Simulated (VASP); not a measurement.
Here is the system:

```
Cd2SrP2
1.0
    4.29500     0.00000     0.00000
   -2.14750     3.71958     0.00000
    0.00000     0.00000     7.20332
Sr Cd P
1 2 2
Direct
  0.00000   0.00000   0.00000
  0.33333   0.66667   0.63487
  0.66667   0.33333   0.36513
  0.66667   0.33333   0.74567
  0.33333   0.66667   0.25433
```

Method: LDA (Ceperley-Alder, Perdew-Zunger), VASP's LDA PAW potentials (set 64) (plane waves; VASP). Run with 300 eV cut-off, 5×5×3 Γ-centred mesh, Fermi-Dirac smearing of 0.010 eV, potentials Sr_sv Cd P.

Problem. Give the energies of bands 17 to 25 at the high-symmetry points, in eV from the valence-band maximum.

Solution. 
```tsv
band	Γ	M	K	A	L	H
17	-4.87	-5.14	-4.58	-3.87	-4.89	-4.66
18	-1.23	-4.08	-4.58	-1.86	-4.73	-4.66
19	-1.23	-2.61	-3.90	-0.80	-2.50	-3.42
20	-0.12	-2.12	-2.11	-0.80	-2.40	-2.54
21	0.00	-2.08	-2.11	-0.65	-1.00	-1.72
22	0.00	-1.39	-1.81	-0.65	-0.93	-1.72
23	0.71	1.08	2.98	0.82	1.26	2.24
24	0.90	2.72	3.01	1.75	1.94	2.24
25	2.29	2.95	3.01	2.92	2.10	4.19
```

The gap is direct, 0.71 eV, from the valence maximum at Γ to the conduction minimum at Γ.

The structure comes from a computed database's Cd2SrP2 entry (P-3m1); how it stands against other phases isn't given here. The cell was not relaxed at this level.
